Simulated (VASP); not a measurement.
Data:

```
CELL_PARAMETERS angstrom
      2.74797     0.00000     0.00000
     -1.37399     2.37981     0.00000
      0.00000     0.00000     4.66801
ATOMIC_POSITIONS crystal
  Ag 0.00000 0.00000 0.50000
  Pt 0.66667 0.33333 0.00000
```

Level of theory: LDA (Ceperley-Alder, Perdew-Zunger), VASP's LDA PAW potentials (set 64) (plane waves; VASP 6.6.1). Numerical set-up: 400 eV cut-off, 14×14×7 Γ-centred mesh, first-order Methfessel-Paxton smearing of 0.10 eV, potentials Ag Pt.

Unless said otherwise, spin-orbit coupling is left out, though it shifts the bands of the heavy elements here.

**Question.** What does the run give for the energy per atom (σ→0), band gap (on the k-mesh) with the smallest direct gap where there is one?

**Answer.** 
The band gap (on the k-mesh) is none (metal, semimetal or under 0.01 eV) and the energy per atom (σ→0) is -5.683 eV/atom.

The structure comes from a computed database's AgPt entry (P-6m2); how it stands against other phases isn't given here. It was relaxed first, which changed the volume by -5 %. The start is the result of an earlier pass. The electron count is odd and the run is not spin-polarised, which forces a metal.
